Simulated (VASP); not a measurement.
Here is the system:

```yaml
crystal:
  lattice:
    - [0.00000, 2.78529, 2.78529]
    - [2.78529, 0.00000, 2.78529]
    - [2.78529, 2.78529, 0.00000]
  atoms:
    - { symbol: Ba, position: [0.00000, 0.00000, 0.00000] }
    - { symbol: O, position: [0.50000, 0.50000, 0.50000] }
```

All values below come from PBE GGA with D3 dispersion (Becke-Johnson damping), VASP's PBE PAW potentials (set 64) (plane waves; VASP). Run with 520 eV cut-off, Gaussian smearing of 0.050 eV, potentials Ba_sv O.

Unless said otherwise, spin-orbit coupling is left out, though it shifts the bands of the heavy elements here.

Problem. Give the energies of bands 6 to 11 at the high-symmetry points, in eV from the valence-band maximum.

Solution. 
```
band      Γ      X      U      L      W
----  -----  -----  -----  -----  -----
6     -0.30  -0.13  -0.89  -1.93  -1.26
7     -0.30  -0.13  -0.69  -1.40  -0.19
8     -0.30   0.00  -0.14  -1.40  -0.19
9      3.47   2.03   3.44   4.91   4.61
10     4.69   5.91   6.52   7.10   4.61
11     4.69   8.81   6.91   7.10   6.76
```

The gap is direct, 2.03 eV, from the valence maximum at X to the conduction minimum at X.

Measured: gap 4.40 eV (computed value off by -2.37 eV), as given by Abedi et al., (2022), arXiv:2211.14644.

The compound is BaO in the rock salt structure. It was relaxed first.
